Q: All seven calculations use the same cell of CoSi, and yet some methods want to shrink it and others to swell it. Is that a disagreement among programs, or is it about the electrons?

Kohn-Sham DFT of CoSi (space group P2_13, 8-atom cell) with VASP, GPAW and Ansatz, at fixed geometry, without spin-orbit coupling or dispersion correction. All runs are spin-polarised (collinear) and start ferromagnetic with 2 µB on each Co; U acts on the Co d shell. Basis gives the plane-wave cutoff; pressure is positive in compression.

```
  method      rung  program                            potentials   basis  Hubbard U, eV             k mesh            smearing  pressure (GPa)
     PBE       GGA     VASP  VASP PAW PBE potentials, recommended  520 eV           none  6x6x6 8-atom cell    gaussian 0.015eV          -0.380
     PBE       GGA   Ansatz                            Ansatz PAW  420 eV           none  6x6x6 8-atom cell    gaussian 0.014eV          -0.400
   PBE+U       GGA     GPAW  GPAW PAW data sets (gpaw data 1.2.1)  450 eV            Co5  5x5x5 8-atom cell  Fermi-Dirac 0.01eV           7.260
  r2SCAN  meta-GGA     VASP  VASP PAW PBE potentials, recommended  520 eV           none  5x5x5 8-atom cell  Fermi-Dirac 0.05eV          -7.540
r2SCAN+U  meta-GGA     VASP  VASP PAW PBE potentials, recommended  520 eV            Co4  5x5x5 8-atom cell  Fermi-Dirac 0.05eV           0.050
r2SCAN+U  meta-GGA     VASP  VASP PAW PBE potentials, recommended  520 eV            Co3  5x5x5 8-atom cell  Fermi-Dirac 0.05eV          -0.610
r2SCAN+U  meta-GGA     VASP  VASP PAW PBE potentials, recommended  520 eV            Co5  5x5x5 8-atom cell  Fermi-Dirac 0.05eV           1.730
```

A: Begin with the sign and the scale. A positive pressure means that the method would let the cell expand, a negative one that it would contract it. To see how much that matters, turn the pressure P into a relative change of the cell edge a with the bulk modulus B:

Δa/a ≈ P/(3B)

With B of roughly 200 GPa, a recalled figure, 6 GPa corresponds to 1% of the edge. Plain r2SCAN would therefore shorten the edge by a little over 1%, and PBE+U would lengthen it by about as much.

Q: I deal with thin films. Is 1% a lot?

A: It is as large as many mismatch strains in epitaxial films. If you take the relaxed cell from one method and the strained film from another, the difference between the methods will look like real strain. The unstrained reference has to come from the same method, and from the same electronic state.

Q: Then let me blame the programs first. They use different potentials and different basis sets.

A: For plain PBE we can measure that. As tabulated, the two PBE rows differ by 0.02 GPa, and a separate all-electron LAPW calculation in Ansatz with the same functional gives -0.25 GPa. These three values lie within about 0.15 GPa of one another, whereas r2SCAN lies 7 GPa below PBE.

Do not read the 0.02 GPa as the accuracy of either program. A finite plane-wave basis leaves an error in the pressure, the Pulay stress. Ansatz corrects for it, but that correction has been taken off the value in the table, and with it the difference between the two rows changes. The cutoffs and meshes are also ordinary working values, not converged limits. The argument about the 7 GPa does not hang on this close match: that step was taken inside a single program, VASP, so a change of program cannot be its cause.

For the +U rows this bound is weaker. GPAW, which ran PBE+U, has no plain PBE row here to compare. The correction also acts on d orbitals that each program defines in its own way, so 5 eV in one program need not have quite the same effect as 5 eV in another.

Q: Here is my explanation, then. r2SCAN binds the crystal too tightly, and the Hubbard U on cobalt repairs it. At 4 eV the pressure is practically zero, close to the PBE value. I would adopt U = 4 eV and go on.

A: That is tempting, and the pressure alone gives you no reason to stop. Look at the electronic states instead. Each calculation was started with 2 µB on every cobalt atom. In the VASP runs with plain PBE and plain r2SCAN these moments vanished as the calculation converged, but in r2SCAN+U at 3 and 4 eV a ferromagnet with 4 µB per cell survived, a little over 1 µB on each cobalt. Such a run keeps the state that its start led to, so this does not yet show that the ferromagnet is the state of lowest energy.

Real CoSi is a diamagnetic semimetal. Your choice of U therefore brings the pressure close to the PBE value by way of a magnetic state that the material does not have. That is a serious fault, because splitting the two spins rearranges the bands at the Fermi energy. In plain r2SCAN a threefold level at Γ lies 0.05 eV below it, while at U = 3 eV the nearest filled levels at Γ lie more than 1.7 eV below.

Q: Could the pressure still be right, even if the moment is wrong?

A: Zero pressure shows only that this particular cell is close to the one the method itself prefers. It is no measurement of how well the method describes the bonds. A better test is to ask what U does where there is no large pressure to remove. Plain PBE is already near zero, and PBE+U at 5 eV stands at 7.3 GPa. So U does not steer the pressure towards zero; in both functionals the rows with U lie above the row without it, and with r2SCAN the rise happens to start from far below.

Q: So there are two shifts of opposite sign. Why does r2SCAN pull the cell inwards?

A: The numbers show the pull; theory offers a likely reason, which this table does not test. PBE sees only the electron density and its gradient, and in many solids it makes bonds somewhat too long, although in this cell it sits near zero pressure. r2SCAN also uses the kinetic-energy density, which lets it tell a covalent bond from a metallic region or from the weak overlap of closed shells. It also recovers some of the attraction at intermediate range that PBE lacks. Both usually lead to a tighter lattice.

There are reservations. The r2SCAN calculations used potentials made for PBE, so the atomic cores were not prepared for the functional that treats the valence electrons. The mesh and the smearing also change in this step, and the basis error at 520 eV need not be the same for the two functionals. Some of the 7 GPa may come from these, and a converged all-electron r2SCAN calculation would show how much.

Q: And why does U push outwards?

A: In its usual form the correction adds an energy that penalises d orbitals which are neither full nor empty. With n for the occupation of one d orbital of one spin, and V for the volume, the energy and its pressure are

E_U = (U/2) Σ n(1 - n)

P_U = -dE_U/dV

The penalty is zero for n = 0 or n = 1 and largest for a half-filled orbital. In CoSi each cobalt has seven silicon neighbours, the nearest at 2.28 Å, and its d orbitals mix with the silicon p orbitals. Mixing spreads the electrons over both atoms and makes the d occupations fractional. Compression strengthens the mixing, which is expected to raise the penalty; the crystal could then lower it by expanding, which we would read as a positive pressure. This is an expectation, since no run at a second volume tests it. There is also an opposing term: the d shell is about three quarters full, so any extra d charge that compression brings to the cobalt lowers the penalty.

Q: Does the same penalty also create the moment?

A: It favours it. In a nonmagnetic state both spins share the same fractional occupations. A moment fills the orbitals of one spin further and empties those of the other. By the formula above, one occupation raised and one lowered by the same amount cost less together than two equal ones, so penalty energy is saved. In a compound whose bands are broad through mixing, the price for a moment is normally too high, and a large enough U can pay it.

The moment then adds an outward push of its own. To align spins, electrons must leave states below the Fermi energy for higher, more antibonding ones, which weakens the bonds. The cost of that transfer falls when the bands become narrower, and they become narrower when the atoms move apart. This is why magnetic states of transition-metal compounds usually prefer a larger volume than nonmagnetic ones.

Q: If these are really two separate shifts, I should be able to add them.

A: That is the simplest model, and it has no adjustable constant. Take the change that U brings in r2SCAN, add it to the plain PBE pressure from VASP, and predict the PBE+U row, which does not enter the estimate:

P(PBE+U) ≈ P(PBE) + P(r2SCAN+U) - P(r2SCAN)

P(PBE+U) ≈ -0.38 + 1.73 + 7.54 = 8.89 GPa

The calculation gave 7.26 GPa. The estimate is too high by 1.6 GPa, about a fifth of the rise from PBE to PBE+U. Adding the shifts thus gives the direction and the rough size, but it is too coarse for a lattice constant that must be good to a tenth of a per cent.

Q: Where does that fifth come from?

A: Several things change at once between the two sides of the estimate. PBE+U was run in GPAW, with other potentials, its own definition of the d orbitals and a coarser k mesh than the plain PBE run. That run ended as a ferromagnet with 4 µB per cell, and forces of about 0.2 eV/Å remain on some atoms, so the atomic positions are not relaxed for that run, and relaxing them would alter the pressure. Whether the moment causes these forces I cannot say without the forces of a nonmagnetic run. The model also assumes that r2SCAN+U at 5 eV is ferromagnetic like its neighbours at 3 and 4 eV, which I have not verified. I would not assign the miss to any one of these.

Q: You have put U and the moment into one shift. Which of them does the work?

A: The rows with r2SCAN give a hint. From no U to 3 eV the pressure rises by 6.9 GPa, and the crystal passes from nonmagnetic to ferromagnetic on the way. From 3 to 4 eV it rises by only 0.7 GPa. There the moment of the cell stays at 4 µB, a whole number such as one expects when the Fermi energy lies in a gap for one of the spins, and the moment on each cobalt grows by only about 0.05 µB. The large rise comes where the state changes.

Suppose that U acted at a constant rate and that the moment contributed nothing. Carrying the rate between 3 and 4 eV back to U = 0 would then give -2.6 GPa, whereas plain r2SCAN has -7.5 GPa. Some 5 GPa would be left to explain. With the steeper rate between 4 and 5 eV about 2 GPa would still be left, though that rate rests on the run at 5 eV whose magnetic state I have not verified.

Q: So the moment is worth between 2 and 5 GPa?

A: That would claim too much. The two later steps differ by more than a factor of two, so the rate is plainly not constant, and a nonmagnetic crystal might respond to the first few electronvolts of U more strongly than a magnetic one does to the next. The share of the moment could also be larger, because the cobalt moment still grows from 3 to 4 eV and may itself supply part of that step. What the numbers exclude is a constant effect of U at either of the later rates with no help from the change of state. That the moment supplies a good part of the first rise is my reading of them, and it agrees with the usual link between moments and volume.

Q: Which calculation would decide it?

A: Run r2SCAN+U at 3 eV once more in the same cell, with the moments held at zero. If the pressure stays far below zero, the moment is the main cause of the rise. If it comes out close to the ferromagnetic value of -0.6 GPa, the direct effect of U on the bonds is enough. Compare the total energies of the two states as well, since they tell you which one the method really prefers.

Q: And if I meet a related silicide before anyone has done this?

A: Ask first whether the functional binds more tightly than PBE, which sets the starting pressure. Then ask whether compression makes the d occupations more fractional, as it does when covalent mixing dominates; if so, expect U to push outwards, and check it with a run. Last, read the moments on the metal atoms before you read the pressure. If a moment has appeared that the real material lacks, a cell that fits well is no evidence for the value of U.
